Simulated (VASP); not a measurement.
Output of a VASP run:

OSZICAR:
```
       N       E                     dE             d eps       ncg     rms          rms(c)
DAV:   1     0.419034238200E+03    0.41903E+03   -0.22467E+04  4590   0.344E+03
DAV:   2     0.190187777195E+02   -0.40002E+03   -0.39066E+03  3806   0.687E+02
DAV:   3    -0.347562802399E+02   -0.53775E+02   -0.52352E+02  4372   0.174E+02
DAV:   4    -0.371327504871E+02   -0.23765E+01   -0.23460E+01  4640   0.385E+01
DAV:   5    -0.371945268954E+02   -0.61776E-01   -0.61667E-01  4580   0.637E+00    0.211E+01
DAV:   6    -0.360024209159E+02    0.11921E+01   -0.28683E+00  4446   0.928E+00    0.948E+00
DAV:   7    -0.357651094825E+02    0.23731E+00   -0.63763E-01  4590   0.730E+00    0.186E+00
DAV:   8    -0.357570544245E+02    0.80551E-02   -0.48617E-02  4460   0.168E+00    0.315E-01
DAV:   9    -0.357552282694E+02    0.18262E-02   -0.74961E-03  4864   0.104E+00    0.120E-01
DAV:  10    -0.357551761296E+02    0.52140E-04   -0.31436E-04  4768   0.193E-01    0.482E-02
DAV:  11    -0.357551640593E+02    0.12070E-04   -0.25587E-05  5494   0.460E-02    0.152E-02
DAV:  12    -0.357551754199E+02   -0.11361E-04   -0.50004E-06  4622   0.173E-02    0.287E-03
DAV:  13    -0.357551737125E+02    0.17074E-05   -0.53807E-07  4582   0.918E-03    0.104E-03
DAV:  14    -0.357551730375E+02    0.67496E-06   -0.68760E-08  2694   0.165E-03    0.311E-04
DAV:  15    -0.357551729403E+02    0.97208E-07   -0.13486E-08  2556   0.148E-03
   1 F= -.35755173E+02 E0= -.35755173E+02  d E =0.000000E+00
```

**OUTCAR**
```
------------------------ aborting loop because EDIFF is reached ----------------------------------------
  FORCE on cell =-STRESS in cart. coord.  units (eV):
  Direction    XX          YY          ZZ          XY          YZ          ZX
  --------------------------------------------------------------------------------------
  Total        0.0871521      0.0871521     -0.0990809      0.0000000      0.0000000      0.0000000
  in kB        2.1228217      2.1228217     -2.4133806      0.0000000      0.0000000      0.0000000
  external PRESSURE =       0.6107543 kB  Pullay stress =       0.0000000 kB
  volume of cell :       65.78
      direct lattice vectors                 reciprocal lattice vectors
     3.046923773  0.000000000  0.000000000     0.328199875  0.189486288  0.000000000
    -1.523461887  2.638713362  0.000000000     0.000000000  0.378972576  0.000000000
     0.000000000  0.000000000  8.181272772     0.000000000  0.000000000  0.122230370
 POSITION                                       TOTAL-FORCE (eV/Angst)
 -----------------------------------------------------------------------------------
      0.00000      0.00000      0.00000        -0.000000     -0.000000      0.000000
      0.00000      0.00000      4.09064        -0.000000     -0.000000      0.000000
     -0.00000      1.75914      2.04532        -0.000000      0.000000     -0.000000
      1.52346      0.87957      6.13595         0.000000      0.000000      0.000000
 -----------------------------------------------------------------------------------
    total drift:                                0.000000     -0.000000      0.000000
  FREE ENERGIE OF THE ION-ELECTRON SYSTEM (eV)
  ---------------------------------------------------
  free  energy   TOTEN  =       -35.7551729403 eV

  energy  without entropy=      -35.7551729403  energy(sigma->0) =      -35.75517294

 total charge

# of ion       s       p       d       tot
------------------------------------------
    1        0.303   6.171   2.431   8.905
    2        0.303   6.171   2.431   8.905
    3        1.137   1.281  10.072  12.491
    4        1.137   1.281  10.072  12.491
--------------------------------------------------
tot          2.880  14.904  25.007  42.791

 Electric field gradients after diagonalization (V/A^2)
 (convention: |V_zz| > |V_xx| > |V_yy|)
----------------------------------------------------------------------
 ion       V_xx      V_yy      V_zz     asymmetry (V_yy - V_xx)/ V_zz
----------------------------------------------------------------------
   1     -81.820   -81.818   163.638       0.000
   2     -81.820   -81.818   163.638       0.000
   3      71.399    71.378  -142.778       0.000
   4      71.399    71.378  -142.778       0.000
```
(Selected blocks of OUTCAR.)

**POSCAR**
```
TaGe
1
    3.0469237732     0.0000000000     0.0000000000
   -1.5234618866     2.6387133617     0.0000000000
    0.0000000000     0.0000000000     8.1812727716
Ta Ge
2 2
Direct
  0.0000000000   0.0000000000   0.0000000000
  0.0000000000   0.0000000000   0.5000000000
  0.3333330000   0.6666670000   0.2500000000
  0.6666670000   0.3333330000   0.7500000000
```

**Question.** Reconstruct the remaining input files.

**Answer.** This is not unique; one that fits is the input of the run itself, PBEsol GGA, plane waves, VASP's PBE PAW potentials (set 64).

### KPOINTS
```
Automatic mesh
0
Gamma
13 13 4
0 0 0
```

**INCAR**
```
SYSTEM  =  TaGe
PREC  =  Accurate; ENCUT  =  400; LREAL  =  .FALSE.
LASPH  =  .TRUE.
EDIFF  =  1E-7; NELM  =  100; ALGO  =  Normal
LMAXMIX  =  6
ISMEAR  =  -5
GGA  =  PS
ISIF  =  2
LWAVE  =  .FALSE.; LCHARG  =  .TRUE.; LORBIT  =  11
NEDOS  =  601
LEFG  =  .TRUE.
```

POTCAR, in this order: Ta_pv Ge_d (PBE.64 set). Program: vasp_std.

For a metal the tetrahedron method with Blöchl corrections gives inexact stress and forces.

The structure was generated: TaGe was put into the NiAs type (P6_3/mmc), which need not be its known phase. It was relaxed first, which changed the volume by -23 %.
